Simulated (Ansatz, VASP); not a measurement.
**As3Ru in VASP and in Ansatz**

```xyz
8
Lattice="6.0364 0.0000 0.0000 -3.0182 5.2277 0.0000 0.0000 0.0000 4.8452" Properties=species:S:1:pos:R:3 pbc="T T T"
As    3.0182    3.4816    1.2113
As   -1.5061    4.3547    3.6339
As    1.5121    0.8730    1.2113
As    0.0000    1.7460    3.6339
As    4.5243    0.8730    1.2113
As    1.5061    4.3547    3.6339
Ru    0.0000    3.4851    1.2113
Ru    3.0182    1.7426    3.6339
```

Alike in both runs: task relaxation of cell and atoms; functional PBE; k mesh 3 × 3 × 4; occupations gaussian, width 0.1 eV; no spin polarisation.

|  | VASP | Ansatz |
| --- | --- | --- |
| version | VASP 6.6.1 | Ansatz 0.2.0 |
| potentials or method | VASP PAW PBE potentials, release 64 (As, Ru_pv) | scalar-relativistic, plane waves, PAW |
| plane-wave cutoff (eV) | 600 | 420 |
| valence electrons in the cell | 58 | 122 |

|  | VASP | Ansatz | Ansatz less VASP |
| --- | --- | --- | --- |
| gap on the k mesh at the Fermi level, each at its own relaxed structure (eV) | none | none | - |
| relaxed volume (Å³/atom) | 18.48 | 18.42 | -0.062 |
| relaxed cell length with the largest relative difference (Å) | 6.313 | 6.303 | -0.0100 |
| energy change over the relaxation (meV/atom) | -242 | -246 | -3.5 |

A gap of «none» marks a metal or a gap that the smearing closes. The two sets of potentials don't hold the same shells in valence.

Caveats: the k mesh is coarse (spacing up to 0.40 Å⁻¹), so the values aren't converged.
